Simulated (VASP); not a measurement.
Energy against volume of BaTiO3 (cubic perovskite). These are SCAN meta-GGA, VASP's PBE PAW potentials (set 64) (plane waves; VASP 6.6.1) values and carry that method's errors. Settings: 520 eV cut-off, 6×6×6 Γ-centred mesh, Gaussian smearing of 0.050 eV, potentials Ba_sv Ti_sv O.

| V (Å³/atom) | E (eV/atom) |
|---|---|
| 12.434 | -18.26176 |
| 12.818 | -18.26949 |
| 13.203 | -18.26353 |
| 13.588 | -18.24607 |

Problem. Fit these four points and predict the energy of the run at 12.049 Å³/atom.

Solution. A cubic in V^(−2/3), the third-order Birch-Murnaghan form, passes through the four points with V0 = 12.83 Å³/atom and B0 = 189 GPa, and gives -18.2377 eV/atom there. The run gave -18.2380 eV/atom, -0.3 meV/atom from the fit; all five points give B0 = 188 GPa.

The compound is BaTiO3 in the cubic perovskite structure, the ideal cubic form; the compound distorts at low or room temperature. It was relaxed first.
